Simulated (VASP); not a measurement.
# TaRu in VASP: a series of runs, part 2 of 2

VASP 6.6.1.

**3. Density of states, LDA+U**

Contents of POSCAR:

```
TaRu
1.0
    3.1870000000      0.0000000000      0.0000000000
    0.0000000000      3.1870000000      0.0000000000
    0.0000000000      0.0000000000     26.1545000000
Ta Ru
4 4
Direct
    0.5000000000      0.5000000000      0.2867575369
    0.5000000000      0.5000000000      0.4086103730
    0.5000000000      0.5000000000      0.5304632090
    0.5000000000      0.5000000000      0.6523160450
    0.0000000000      0.0000000000      0.3476839550
    0.0000000000      0.0000000000      0.4695367910
    0.0000000000      0.0000000000      0.5913896270
    0.0000000000      0.0000000000      0.7132424631
```

Contents of INCAR.step1:

```
SYSTEM = TaRu
  ALGO = Normal
  DIPOL = 0.5 0.5 0.500
  EDIFF = 1E-6
  ENCUT = 520
  IDIPOL = 3
  ISIF = 2
  ISMEAR = -1
  LASPH = .True.
  LCHARG = .True.
  LDAU = .True.
  LDAUJ = 0 0
  LDAUL = 2 2
  LDAUPRINT = 1
  LDAUTYPE = 2
  LDAUU = 3 3
  LDIPOL = .True.
  LMAXMIX = 4
  LREAL = .False.
  LWAVE = .False.
  NELM = 80
  PREC = Accurate
  SIGMA = 0.05
```

Contents of KPOINTS.step1:

```
k-points
0
Gamma
  6 6 1
  0 0 0
```

Contents of INCAR.step2:

```
SYSTEM = TaRu
  ALGO = Normal
  DIPOL = 0.5 0.5 0.500
  EDIFF = 1E-6
  ENCUT = 520
  ICHARG = 11
  IDIPOL = 3
  ISIF = 2
  ISMEAR = -5
  LASPH = .True.
  LCHARG = .False.
  LDAU = .True.
  LDAUJ = 0 0
  LDAUL = 2 2
  LDAUPRINT = 1
  LDAUTYPE = 2
  LDAUU = 3 3
  LDIPOL = .True.
  LMAXMIX = 4
  LORBIT = 11
  LREAL = .False.
  LWAVE = .False.
  NEDOS = 2001
  NELM = 80
  PREC = Accurate
  SIGMA = 0.05
```

Contents of KPOINTS.step2:

```
k-points
0
Gamma
  9 9 1
  0 0 0
```

Potentials or basis: VASP PAW LDA potentials, release 64 (Ta_pv, Ru_pv).

Started as:

```bash
> cat potpaw_LDA.64/Ta_pv/POTCAR potpaw_LDA.64/Ru_pv/POTCAR > POTCAR
> cp INCAR.step1 INCAR
> cp KPOINTS.step1 KPOINTS
> mpirun -np 1 vasp_std > vasp.out
> cp INCAR.step2 INCAR
> cp KPOINTS.step2 KPOINTS
> mpirun -np 1 vasp_std > vasp.out
```

Run time: 8.8 min. Hardware: 1 thread of Intel Xeon Platinum 8259CL at 2.50GHz (Skylake/Cascade Lake), shared host; peak memory 0.34 GiB.

Results (log left out):

```
Valence electrons inside the program's atomic spheres : Ta 8.62, 8.66, 8.67, 8.64; Ru 12.72, 12.80, 12.57
```

Levels at points of the mesh, in eV from the Fermi level:
| k point | band 48 | band 49 | band 50 | band 51 | band 52 | band 53 |
| --- | --- | --- | --- | --- | --- | --- |
| (0.00, 0.00, 0.00) | -1.47 | -0.81 | -0.77 | -0.37 | -0.15 | 0.20 |

States per cell in windows of 1 eV (zero at the Fermi level; states under -8 eV left out):
```
from (eV)  total  Ru6_d  Ru7_d  Ru5_d  Ru8_d  Ta2_d  Ta3_d
     -8.0   0.64   0.01   0.00   0.00   0.00   0.00   0.00
     -7.0   2.08   0.18   0.13   0.07   0.01   0.04   0.05
     -6.0   5.37   0.60   0.67   0.42   0.09   0.24   0.27
     -5.0   9.80   1.54   1.51   1.49   0.11   0.57   0.50
     -4.0  12.10   1.77   1.87   1.94   1.02   0.46   0.50
     -3.0  10.72   1.47   1.27   1.54   1.57   0.35   0.33
     -2.0   6.14   0.22   0.39   0.21   2.58   0.17   0.15
     -1.0   5.43   0.35   0.43   0.43   0.77   0.25   0.31
      0.0  13.54   1.47   1.30   1.24   1.16   1.34   1.30
      1.0   6.53   0.49   0.46   0.57   0.33   0.68   0.67
      2.0   0.49   0.01   0.02   0.00   0.13   0.02   0.02
      3.0   0.00   0.00   0.00   0.00   0.00   0.00   0.00
```

Eigenvalues of the final occupation matrices:
```tsv
site	spin	trace	eigenvalues
site 1 d	1	1.07	0.18 0.19 0.22 0.22 0.25
site 1 d	2	1.07	0.18 0.19 0.22 0.22 0.25
site 2 d	1	1.06	0.19 0.20 0.22 0.22 0.22
site 2 d	2	1.06	0.19 0.20 0.22 0.22 0.22
site 3 d	1	1.07	0.20 0.20 0.22 0.22 0.22
site 3 d	2	1.07	0.20 0.20 0.22 0.22 0.22
site 4 d	1	1.04	0.16 0.17 0.24 0.24 0.24
site 4 d	2	1.04	0.16 0.17 0.24 0.24 0.24
site 5 d	1	3.08	0.47 0.55 0.68 0.69 0.69
site 5 d	2	3.08	0.47 0.55 0.68 0.69 0.69
site 6 d	1	3.09	0.50 0.51 0.69 0.69 0.70
site 6 d	2	3.09	0.50 0.51 0.69 0.69 0.70
```

Caveat: U without spin polarisation on a metal has little footing; the U is typed as a test and isn't derived for this compound. Spin-orbit coupling is left out, which matters for the levels of Ta.

**4. Density of states, LDA+U**

POSCAR is that of step 3.

INCAR.step1: that of step 3 with these lines changed.

```diff
@@ -15,3 +15,3 @@
   LDAUTYPE = 2
-  LDAUU = 3 3
+  LDAUU = 4 4
   LDIPOL = .True.
```

KPOINTS.step1 is that of step 3.

INCAR.step2: that of step 3 with these lines changed.

```diff
@@ -16,3 +16,3 @@
   LDAUTYPE = 2
-  LDAUU = 3 3
+  LDAUU = 4 4
   LDIPOL = .True.
```

KPOINTS.step2 is that of step 3.

Started as:

```bash
> cat potpaw_LDA.64/Ta_pv/POTCAR potpaw_LDA.64/Ru_pv/POTCAR > POTCAR
> cp INCAR.step1 INCAR
> cp KPOINTS.step1 KPOINTS
> mpirun -np 1 vasp_std > vasp.out
> cp INCAR.step2 INCAR
> cp KPOINTS.step2 KPOINTS
> mpirun -np 1 vasp_std > vasp.out
```

Wall time 9.9 min (1 thread of Intel Xeon Platinum 8259CL at 2.50GHz (Skylake/Cascade Lake), shared host); peak memory 0.34 GiB.

The run converged. Its results:

```yaml
Valence_electrons_inside_the_program's_atomic_spheres: Ta 8.59, 8.62, 8.63, 8.61; Ru 12.76, 12.72, 12.80, 12.60
```

Levels at points of the mesh, in eV from the Fermi level:
```csv
k point,band 48,band 49,band 50,band 51,band 52,band 53
"(0.00, 0.00, 0.00)",-1.72,-1.01,-0.82,-0.36,-0.17,0.20
```

States per cell in windows of 0.5 eV (zero at the Fermi level; states under -8 eV left out):
```
from (eV)  total  Ru7_d  Ru6_d  Ru5_d  Ru8_d  Ta3_d  Ta2_d
     -8.0   0.33   0.00   0.00   0.00   0.00   0.00   0.00
     -7.5   0.40   0.00   0.01   0.00   0.00   0.00   0.00
     -7.0   0.71   0.02   0.04   0.02   0.00   0.01   0.01
     -6.5   1.90   0.19   0.22   0.08   0.02   0.06   0.04
     -6.0   2.11   0.24   0.20   0.15   0.05   0.07   0.07
     -5.5   2.85   0.39   0.35   0.27   0.04   0.18   0.16
     -5.0   4.95   0.64   0.66   0.72   0.05   0.26   0.30
     -4.5   6.28   1.20   1.20   1.01   0.08   0.29   0.32
     -4.0   5.33   0.94   0.78   0.94   0.29   0.22   0.21
     -3.5   7.38   0.95   1.16   1.06   1.06   0.27   0.22
     -3.0   5.60   0.66   0.73   0.86   0.80   0.17   0.17
     -2.5   3.38   0.23   0.27   0.42   0.72   0.08   0.11
     -2.0   3.89   0.24   0.12   0.12   1.78   0.09   0.09
     -1.5   1.80   0.08   0.06   0.06   0.67   0.05   0.07
     -1.0   1.55   0.08   0.07   0.07   0.29   0.07   0.07
     -0.5   3.79   0.34   0.27   0.36   0.34   0.24   0.18
      0.0   7.48   0.83   0.89   0.70   0.70   0.71   0.63
      0.5   6.07   0.55   0.48   0.51   0.48   0.64   0.69
      1.0   5.51   0.38   0.46   0.51   0.28   0.56   0.61
      1.5   0.85   0.04   0.02   0.05   0.07   0.08   0.05
      2.0   0.30   0.01   0.00   0.00   0.09   0.01   0.01
      2.5   0.00   0.00   0.00   0.00   0.00   0.00   0.00
      3.0   0.00   0.00   0.00   0.00   0.00   0.00   0.00
      3.5   0.00   0.00   0.00   0.00   0.00   0.00   0.00
```

Eigenvalues of the final occupation matrices:
| site | spin | trace | eigenvalues |
| --- | --- | --- | --- |
| site 1 d | 1 | 1.04 | 0.18 0.19 0.21 0.21 0.25 |
| site 1 d | 2 | 1.04 | 0.18 0.19 0.21 0.21 0.25 |
| site 2 d | 1 | 1.03 | 0.18 0.20 0.21 0.22 0.22 |
| site 2 d | 2 | 1.03 | 0.18 0.20 0.21 0.22 0.22 |
| site 3 d | 1 | 1.04 | 0.20 0.20 0.21 0.21 0.21 |
| site 3 d | 2 | 1.04 | 0.20 0.20 0.21 0.21 0.21 |
| site 4 d | 1 | 1.02 | 0.16 0.17 0.23 0.23 0.23 |
| site 4 d | 2 | 1.02 | 0.16 0.17 0.23 0.23 0.23 |
| site 5 d | 1 | 3.09 | 0.46 0.54 0.69 0.70 0.70 |
| site 5 d | 2 | 3.09 | 0.46 0.54 0.69 0.70 0.70 |
| site 6 d | 1 | 3.11 | 0.49 0.51 0.70 0.70 0.71 |
| site 6 d | 2 | 3.11 | 0.49 0.51 0.70 0.70 0.71 |

Caveat: U without spin polarisation on a metal has little footing; the U is typed as a test and isn't derived for this compound.
